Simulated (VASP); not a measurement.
The system is InP.

```
CELL_PARAMETERS angstrom
0.00000 2.93050 2.93050
2.93050 0.00000 2.93050
2.93050 2.93050 0.00000
ATOMIC_POSITIONS crystal
In 0.00000 0.00000 0.00000
P 0.25000 0.25000 0.25000
```

```yaml
Program: VASP 6.6.1
Task: relaxation of cell and atoms
Functional: PBE
Potentials_or_basis: VASP PAW PBE potentials, release 64 (In_d, P)
Cutoff: 350 eV
k_mesh: 10 × 10 × 10
Occupations: gaussian, width 0.02 eV
Spin: no spin polarisation
```

At the start: pressure 3.1 GPa; volume 25.17 Å³/atom.

**Question.** Where does the relaxation end?

**Answer.** Over 3 steps the energy falls by 10.5 meV/atom and the volume is 26.31 Å³/atom (+4.6 %); space group F-43m (No. 216, to 0.05 Å).

Step by step:
| step | energy change (eV) | largest force (eV/Å) | pressure (GPa) | volume (Å³) |
| --- | --- | --- | --- | --- |
| 1 | 0.0000 | 0.0000 | 3.05 | 50.33 |
| 2 | -0.0153 | 0.0000 | -1.39 | 53.91 |
| 3 | -0.0209 | 0.0000 | 0.01 | 52.63 |

Final structure:
```
In P
1.0
     0.00000    2.97441    2.97441
     2.97441    0.00000    2.97441
     2.97441    2.97441    0.00000
In P
1 1
Direct
  0.00000 0.00000 0.00000
  0.25000 0.25000 0.25000
```
